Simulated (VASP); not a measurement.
OSZICAR of a VASP run on HfB$_{2}$ (AlB2 type):

File OSZICAR:
```
       N       E                     dE             d eps       ncg     rms          rms(c)
DAV:   1     0.324070523049E+02    0.32407E+02   -0.92968E+03  1680   0.143E+03
DAV:   2    -0.281117631255E+02   -0.60519E+02   -0.56455E+02  2064   0.258E+02
DAV:   3    -0.300664874644E+02   -0.19547E+01   -0.19240E+01  2204   0.349E+01
DAV:   4    -0.300838041623E+02   -0.17317E-01   -0.17168E-01  2008   0.344E+00
DAV:   5    -0.300839986886E+02   -0.19453E-03   -0.19438E-03  2172   0.284E-01    0.551E+01
DAV:   6    -0.279814727632E+02    0.21025E+01   -0.47779E+00  2008   0.145E+01    0.398E+01
DAV:   7    -0.279410998507E+02    0.40373E-01   -0.16354E+00  2088   0.886E+00    0.109E+01
DAV:   8    -0.278688391598E+02    0.72261E-01   -0.48680E-01  1996   0.496E+00    0.177E+00
DAV:   9    -0.278644927622E+02    0.43464E-02   -0.32887E-02  1988   0.143E+00    0.279E-01
DAV:  10    -0.278644152123E+02    0.77550E-04   -0.84953E-04  2008   0.262E-01    0.349E-01
DAV:  11    -0.278644147127E+02    0.49958E-06   -0.10792E-04  2024   0.810E-02    0.181E-01
DAV:  12    -0.278644107655E+02    0.39472E-05   -0.11343E-05  2020   0.287E-02    0.286E-02
DAV:  13    -0.278644109279E+02   -0.16243E-06   -0.39983E-07  2052   0.628E-03    0.366E-03
DAV:  14    -0.278644109385E+02   -0.10633E-07   -0.66864E-09  1164   0.742E-04
   1 F= -.22395598E+02 E0= -.22395418E+02  d E =-.223956E+02
       N       E                     dE             d eps       ncg     rms          rms(c)
DAV:   1    -0.287990680141E+02   -0.93466E+00   -0.87636E+01  1680   0.986E+01    0.341E+01
DAV:   2    -0.264250073552E+02    0.23741E+01   -0.29663E+00  1696   0.196E+01    0.212E+01
DAV:   3    -0.256862546850E+02    0.73875E+00   -0.19547E+00  1892   0.141E+01    0.139E+01
DAV:   4    -0.257253294822E+02   -0.39075E-01   -0.50449E-01  1940   0.530E+00    0.107E+01
DAV:   5    -0.256544566755E+02    0.70873E-01   -0.21998E-01  1892   0.348E+00    0.166E+00
DAV:   6    -0.256548327847E+02   -0.37611E-03   -0.44784E-03  1952   0.660E-01    0.511E-01
DAV:   7    -0.256548521095E+02   -0.19325E-04   -0.41184E-05  2044   0.607E-02    0.478E-02
DAV:   8    -0.256548464569E+02    0.56526E-05   -0.48328E-06  1928   0.203E-02    0.249E-02
DAV:   9    -0.256548466171E+02   -0.16023E-06   -0.14969E-07  1628   0.394E-03    0.283E-03
DAV:  10    -0.256548466142E+02    0.29122E-08   -0.24400E-08  1028   0.154E-03
   2 F= -.21509049E+02 E0= -.21508904E+02  d E =0.886548E+00
       N       E                     dE             d eps       ncg     rms          rms(c)
DAV:   1    -0.290629751943E+02   -0.34081E+01   -0.38070E+01  1716   0.649E+01    0.236E+01
DAV:   2    -0.279724013131E+02    0.10906E+01   -0.18835E+00  1716   0.141E+01    0.151E+01
DAV:   3    -0.276778132061E+02    0.29459E+00   -0.83820E-01  1968   0.843E+00    0.100E+01
DAV:   4    -0.276728097126E+02    0.50035E-02   -0.99264E-02  1940   0.238E+00    0.231E+00
DAV:   5    -0.276646755479E+02    0.81342E-02   -0.23652E-02  1900   0.111E+00    0.159E+00
DAV:   6    -0.276646450623E+02    0.30486E-04   -0.56661E-04  1996   0.215E-01    0.928E-02
DAV:   7    -0.276646434192E+02    0.16431E-05   -0.21924E-05  1972   0.328E-02    0.707E-02
DAV:   8    -0.276646423683E+02    0.10509E-05   -0.46167E-06  2000   0.181E-02    0.268E-03
DAV:   9    -0.276646423283E+02    0.40012E-07   -0.17177E-07  1384   0.412E-03
   3 F= -.22659619E+02 E0= -.22659449E+02  d E =-.264021E+00
       N       E                     dE             d eps       ncg     rms          rms(c)
DAV:   1    -0.276428901451E+02    0.21752E-01   -0.25128E-02  1696   0.162E+00    0.514E-01
DAV:   2    -0.276421888667E+02    0.70128E-03   -0.10370E-03  1696   0.333E-01    0.310E-01
DAV:   3    -0.276419884466E+02    0.20042E-03   -0.59838E-04  1948   0.226E-01    0.240E-01
DAV:   4    -0.276419820676E+02    0.63790E-05   -0.13313E-05  1972   0.358E-02    0.146E-01
DAV:   5    -0.276419813600E+02    0.70766E-06   -0.40488E-06  2004   0.127E-02    0.353E-02
DAV:   6    -0.276419818226E+02   -0.46267E-06   -0.19309E-07  1840   0.322E-03    0.160E-03
DAV:   7    -0.276419818487E+02   -0.26079E-07   -0.11034E-08   936   0.778E-04
   4 F= -.22660593E+02 E0= -.22660424E+02  d E =-.264995E+00
       N       E                     dE             d eps       ncg     rms          rms(c)
DAV:   1    -0.276326830388E+02    0.92988E-02   -0.40316E-03  1696   0.649E-01    0.207E-01
DAV:   2    -0.276325705489E+02    0.11249E-03   -0.16726E-04  1696   0.134E-01    0.125E-01
DAV:   3    -0.276325390347E+02    0.31514E-04   -0.95855E-05  1960   0.903E-02    0.963E-02
DAV:   4    -0.276325382414E+02    0.79330E-06   -0.22274E-06  1968   0.145E-02    0.572E-02
DAV:   5    -0.276325384629E+02   -0.22154E-06   -0.57869E-07  1972   0.484E-03    0.143E-02
DAV:   6    -0.276325386528E+02   -0.18983E-06   -0.25985E-08   952   0.124E-03    0.498E-04
DAV:   7    -0.276325386615E+02   -0.87575E-08   -0.47412E-09   892   0.498E-04
   5 F= -.22660591E+02 E0= -.22660422E+02  d E =-.264993E+00
       N       E                     dE             d eps       ncg     rms          rms(c)
DAV:   1    -0.276325971914E+02   -0.58539E-04   -0.86903E-02  1804   0.262E+00    0.428E-01
DAV:   2    -0.276319176600E+02    0.67953E-03   -0.11164E-03  2008   0.308E-01    0.182E-01
DAV:   3    -0.276316296047E+02    0.28806E-03   -0.29375E-04  2000   0.141E-01    0.539E-02
DAV:   4    -0.276316140775E+02    0.15527E-04   -0.34431E-05  2140   0.499E-02    0.308E-02
DAV:   5    -0.276316137472E+02    0.33034E-06   -0.16971E-06  1928   0.105E-02    0.144E-02
DAV:   6    -0.276316137715E+02   -0.24347E-07   -0.73286E-08  1272   0.251E-03
   6 F= -.22661464E+02 E0= -.22661290E+02  d E =-.873096E-03
       N       E                     dE             d eps       ncg     rms          rms(c)
DAV:   1    -0.276317193460E+02   -0.10560E-03   -0.25001E-04  1808   0.140E-01    0.237E-02
DAV:   2    -0.276317173576E+02    0.19884E-05   -0.32392E-06  2016   0.166E-02    0.981E-03
DAV:   3    -0.276317165320E+02    0.82569E-06   -0.83593E-07  2012   0.758E-03    0.284E-03
DAV:   4    -0.276317164866E+02    0.45336E-07   -0.94502E-08  1344   0.272E-03
   7 F= -.22661466E+02 E0= -.22661293E+02  d E =-.875686E-03
       N       E                     dE             d eps       ncg     rms          rms(c)
DAV:   1    -0.276462422897E+02   -0.14526E-01   -0.91846E-03  1696   0.979E-01    0.311E-01
DAV:   2    -0.276459836514E+02    0.25864E-03   -0.38318E-04  1696   0.203E-01    0.187E-01
DAV:   3    -0.276459080408E+02    0.75611E-04   -0.22091E-04  1960   0.137E-01    0.146E-01
DAV:   4    -0.276459052509E+02    0.27899E-05   -0.40323E-06  1964   0.207E-02    0.102E-01
DAV:   5    -0.276459030678E+02    0.21831E-05   -0.27277E-06  1984   0.101E-02    0.200E-02
DAV:   6    -0.276459028167E+02    0.25110E-06   -0.94201E-08  1260   0.257E-03    0.209E-03
DAV:   7    -0.276459027846E+02    0.32087E-07   -0.10874E-08   912   0.892E-04
   8 F= -.22661403E+02 E0= -.22661229E+02  d E =0.636969E-04
       N       E                     dE             d eps       ncg     rms          rms(c)
DAV:   1    -0.276372023062E+02    0.87005E-02   -0.36054E-03  1696   0.614E-01    0.195E-01
DAV:   2    -0.276371015364E+02    0.10077E-03   -0.14967E-04  1696   0.127E-01    0.117E-01
DAV:   3    -0.276370734862E+02    0.28050E-04   -0.86901E-05  1956   0.859E-02    0.915E-02
DAV:   4    -0.276370729046E+02    0.58167E-06   -0.15449E-06  1964   0.129E-02    0.647E-02
DAV:   5    -0.276370730272E+02   -0.12260E-06   -0.11404E-06  1976   0.651E-03    0.124E-02
DAV:   6    -0.276370731806E+02   -0.15346E-06   -0.38182E-08   968   0.167E-03    0.142E-03
DAV:   7    -0.276370732016E+02   -0.21012E-07   -0.49429E-09   872   0.607E-04
   9 F= -.22661503E+02 E0= -.22661329E+02  d E =-.364413E-04
```

Which electronic solver shows in the log?

It is blocked Davidson (ALGO = Normal, or the opening steps of other solvers). The INCAR had ALGO = Normal.

Can the final energy be trusted as converged?

The run converged. It stopped with EDIFF = 1E-7, NELM = 100, NSW = 40 and EDIFFG = -0.01 after 9 ionic steps (PBEsol GGA, plane waves, VASP's PBE PAW potentials (set 64)). Energy and stress use the plane-wave basis of the starting cell.

The compound is HfB2 in the AlB2 type structure. This run relaxes it under an external pressure of 30 GPa. Symmetry was kept, so distortions that lower it aren't found.
